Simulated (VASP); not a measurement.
Consider the following.

```xyz
3
Lattice="0.0000 3.5741 3.5741 3.5741 0.0000 3.5741 3.5741 3.5741 0.0000" Properties=species:S:1:pos:R:3 pbc="T T T"
Sr     0.0000     3.5741     3.5741
Cl     1.7871     1.7871     1.7871
Cl     5.3612     5.3612     5.3612
```

Computed with revPBE GGA, VASP's PBE PAW potentials (set 64) (plane waves; VASP 6.6.1). Numerical set-up: 520 eV cut-off, 6×6×6 Γ-centred mesh, tetrahedra with Blöchl corrections, potentials Sr_sv Cl.

Task: Estimate the energy per atom (σ→0), band gap (on the k-mesh) with the smallest direct gap where there is one.

Result: 
| Item | Result |
|---|---|
| band gap (on the k-mesh) | 5.35 eV |
| smallest direct gap (on the k-mesh) | 5.65 eV |
| energy per atom (σ→0) | -4.052 eV/atom |

Total energies compare only between runs with the same potentials, cut-off and functional.

The compound is SrCl2 in the fluorite structure. It was relaxed first, which changed the volume by +7 %.
